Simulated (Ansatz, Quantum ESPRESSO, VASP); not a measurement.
PtAl₂ (Fm-3m, 3 atoms in the cell) computed with different codes at matched settings

Self-consistent single point.

```
CELL_PARAMETERS angstrom
      0.00000     2.97628     2.97628
      2.97628     0.00000     2.97628
      2.97628     2.97628     0.00000
ATOMIC_POSITIONS crystal
  Al 0.25000 0.25000 0.25000
  Al 0.75000 0.75000 0.75000
  Pt 0.00000 0.00000 0.00000
```

All programs got the same cell, k-point mesh and kind of occupations (in Ansatz's words: kpoints.mp_grid.grid = 7 7 7; scf.occupations.method = fermi_dirac; scf.occupations.width = 0.1 eV); potentials, basis and cutoffs are each program's usual ones.

```json
[
 {"code": "Quantum ESPRESSO", "model": "PBE, PSlibrary ultrasoft (PBE) pseudopotentials", "pressure (GPa)": "-0.15", "cutoff": "45 Ry"},
 {"code": "Ansatz", "model": "PBE, default PAW files", "pressure (GPa)": "-0.44", "cutoff": "default"},
 {"code": "VASP", "model": "PBE, VASP's PBE PAW potentials (set 64)", "pressure (GPa)": "-0.74", "cutoff": "300 eV"}
]
```

The spread over the programs that give each value: pressure within 0.59 GPa.

The starting cell has typed, rounded lattice constants, without a prior relaxation at this level. Its lattice was rescaled by a random factor within 2.5 % of one. On Ansatz's run: Spin-orbit coupling is off. Spin polarisation is off.

Task: Why do the programs differ, and what cannot be compared?

Result: Differences of this kind can come from the potentials, where these differ, and from what each basis and cutoff leave unconverged. The valence holds different numbers of electrons (Quantum ESPRESSO 16, Ansatz (a quantum-chemistry and plane-wave program) 24, VASP 16). The zero of total energies and Fermi levels follows the potentials and each program's conventions, so they are not compared here. Ansatz's pressure is given at a fixed set of plane waves, as the other plane-wave codes print theirs; with its correction for the finite basis it is -0.39 GPa.

VASP's run is marked for a possible Pulay error in its stress at this cutoff; no cutoff test was made.

Left out of this page: ABINIT (with a known weakness of the program); GPAW, CP2K, Elk, FLEUR and SIESTA (not drawn, or without a comparable value).

Keys are those of Ansatz 0.2.
